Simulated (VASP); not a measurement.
Calculation: r2SCAN meta-GGA, VASP's PBE PAW potentials (set 64) (plane waves; VASP).

VASP ran on this input.

### KPOINTS
```
Automatic mesh
0
Gamma
8 8 8
0 0 0
```

**INCAR**
```
! general
SYSTEM   =  Si2Mo
PREC     =  Accurate
ENCUT    =  400   ! plane-wave cut-off (eV)
LREAL    =  F
LASPH    =  T   ! aspherical one-centre terms

! electronic loop
EDIFF    =  1E-6
NELM     =  100   ! most electronic steps
ALGO     =  Normal   ! blocked Davidson
LMAXMIX  =  4   ! l cut-off of mixed one-centre charges
LMIXTAU  =  T

! smearing
ISMEAR   =  1   ! Methfessel-Paxton
SIGMA    =  0.1   ! width (eV)

! functional
METAGGA  =  R2SCAN

! ions
IBRION   =  2   ! conjugate gradients
NSW      =  60   ! most ionic steps
ISIF     =  3   ! ions, shape and volume
EDIFFG   =  -0.02

! output
LWAVE    =  F
LCHARG   =  F
```

### POSCAR
```
Si2Mo
1
   -0.0000000000     2.9053930345     2.9053930345
    2.9053930345     0.0000000000     2.9053930345
    2.9053930345     2.9053930345    -0.0000000000
Mo Si
1 2
Direct
  0.0000000000   0.0000000000   0.0000000000
  0.2500000000   0.2500000000   0.2500000000
  0.7500000000   0.7500000000   0.7500000000
```

POTCAR, in this order: Mo_sv Si (PBE.64 set). Program: vasp_std.

The resulting files:

OSZICAR:
```
       N       E                     dE             d eps       ncg     rms          rms(c)
DAV:   1     0.659957239946E+02    0.65996E+02   -0.10303E+04   934   0.115E+03
DAV:   2    -0.473293811659E+02   -0.11333E+03   -0.11202E+03  1122   0.290E+02
DAV:   3    -0.494257772091E+02   -0.20964E+01   -0.20655E+01  1136   0.367E+01
DAV:   4    -0.494409118599E+02   -0.15135E-01   -0.15133E-01  1059   0.330E+00
DAV:   5    -0.494410813745E+02   -0.16951E-03   -0.16951E-03  1150   0.319E-01    0.210E+01
DAV:   6    -0.422183656637E+02    0.72227E+01   -0.39509E+00   996   0.208E+01    0.504E+00
DAV:   7    -0.423688634228E+02   -0.15050E+00   -0.14529E+00   996   0.882E+00    0.438E+00
DAV:   8    -0.423223775504E+02    0.46486E-01   -0.48715E-01   982   0.515E+00    0.159E+00
DAV:   9    -0.423336883005E+02   -0.11311E-01   -0.64220E-02   912   0.221E+00    0.512E-01
DAV:  10    -0.423828402551E+02   -0.49152E-01   -0.63510E-02   933   0.198E+00    0.209E-01
DAV:  11    -0.423837676138E+02   -0.92736E-03   -0.31954E-03  1094   0.420E-01    0.145E-01
DAV:  12    -0.423836184517E+02    0.14916E-03   -0.31968E-04   996   0.143E-01    0.241E-02
DAV:  13    -0.423838535657E+02   -0.23511E-03   -0.26514E-04   968   0.144E-01    0.135E-02
DAV:  14    -0.423838525231E+02    0.10426E-05   -0.11191E-05  1059   0.331E-02    0.596E-03
DAV:  15    -0.423838663245E+02   -0.13801E-04   -0.12460E-05   947   0.288E-02    0.561E-03
DAV:  16    -0.423838527281E+02    0.13596E-04   -0.40505E-06   912   0.218E-02    0.276E-03
DAV:  17    -0.423838521843E+02    0.54384E-06   -0.25063E-07   512   0.522E-03
   1 F= -.42383852E+02 E0= -.42383551E+02  d E =-.423839E+02
       N       E                     dE             d eps       ncg     rms          rms(c)
DAV:   1    -0.424261405425E+02   -0.42288E-01   -0.94937E-01   968   0.109E+01    0.222E+00
DAV:   2    -0.423950362674E+02    0.31104E-01   -0.46761E-01   982   0.489E+00    0.760E-01
DAV:   3    -0.423845396556E+02    0.10497E-01   -0.47791E-02   968   0.128E+00    0.201E-01
DAV:   4    -0.423838694732E+02    0.67018E-03   -0.57547E-03  1096   0.502E-01    0.764E-02
DAV:   5    -0.423832592734E+02    0.61020E-03   -0.44285E-03   933   0.481E-01    0.112E-01
DAV:   6    -0.423840782714E+02   -0.81900E-03   -0.13761E-03   891   0.277E-01    0.393E-02
DAV:   7    -0.423841211500E+02   -0.42879E-04   -0.46471E-05  1010   0.596E-02    0.623E-03
DAV:   8    -0.423841204329E+02    0.71707E-06   -0.41613E-06   961   0.170E-02
   2 F= -.42384120E+02 E0= -.42384200E+02  d E =-.268249E-03
       N       E                     dE             d eps       ncg     rms          rms(c)
DAV:   1    -0.423931842127E+02   -0.90631E-02   -0.19079E-01   975   0.486E+00    0.102E+00
DAV:   2    -0.423867039226E+02    0.64803E-02   -0.85581E-02   989   0.212E+00    0.346E-01
DAV:   3    -0.423848200716E+02    0.18839E-02   -0.95206E-03   989   0.570E-01    0.878E-02
DAV:   4    -0.423847081606E+02    0.11191E-03   -0.51322E-04   884   0.233E-01    0.428E-02
DAV:   5    -0.423846527904E+02    0.55370E-04   -0.21508E-04   877   0.137E-01    0.360E-02
DAV:   6    -0.423847370300E+02   -0.84240E-04   -0.20302E-04   898   0.115E-01    0.116E-02
DAV:   7    -0.423847691953E+02   -0.32165E-04   -0.23345E-05   905   0.375E-02    0.383E-03
DAV:   8    -0.423847689290E+02    0.26627E-06   -0.68116E-07   575   0.775E-03
   3 F= -.42384769E+02 E0= -.42384650E+02  d E =-.916745E-03
```

OUTCAR:
```
------------------------ aborting loop because EDIFF is reached ----------------------------------------
  FORCE on cell =-STRESS in cart. coord.  units (eV):
  Direction    XX          YY          ZZ          XY          YZ          ZX
  --------------------------------------------------------------------------------------
  Total       -0.0024592     -0.0024592     -0.0024592      0.0000000     -0.0000000     -0.0000000
  in kB       -0.0797692     -0.0797692     -0.0797692      0.0000000     -0.0000000     -0.0000000
  external PRESSURE =      -0.0797692 kB  Pullay stress =       0.0000000 kB
  volume of cell :       49.39
      direct lattice vectors                 reciprocal lattice vectors
     0.000000000  2.912151644  2.912151644    -0.171694356  0.171694356  0.171694356
     2.912151644 -0.000000000  2.912151644     0.171694356 -0.171694356  0.171694356
     2.912151644  2.912151644  0.000000000     0.171694356  0.171694356 -0.171694356
 POSITION                                       TOTAL-FORCE (eV/Angst)
 -----------------------------------------------------------------------------------
      0.00000      0.00000      0.00000         0.000000      0.000000      0.000000
      1.45608      1.45608      1.45608        -0.000000     -0.000000     -0.000000
      4.36823      4.36823      4.36823         0.000000      0.000000      0.000000
 -----------------------------------------------------------------------------------
    total drift:                               -0.000000     -0.000000      0.000000
  FREE ENERGIE OF THE ION-ELECTRON SYSTEM (eV)
  ---------------------------------------------------
  free  energy   TOTEN  =       -42.3847689290 eV

  energy  without entropy=      -42.3844108196  energy(sigma->0) =      -42.38464956

 reached required accuracy - stopping structural energy minimisation
```
(Selected blocks of OUTCAR.)

### CONTCAR
```
Si2Mo
   1.00000000000000
     0.0000000000000000    2.9121516441527104    2.9121516441527104
     2.9121516441527104   -0.0000000000000000    2.9121516441527104
     2.9121516441527104    2.9121516441527104    0.0000000000000000
  Mo              Si
     1     2
Direct
     0.0000000000000000    0.0000000000000000    0.0000000000000000
     0.2500000000000000    0.2500000000000000    0.2500000000000000
     0.7500000000000000    0.7500000000000000    0.7500000000000000
```

The structure was generated: Si2Mo was put into the fluorite type (Fm-3m), which need not be its known phase. This run relaxes it. Symmetry was kept, so distortions that lower it aren't found. The start is the result of an earlier pass.
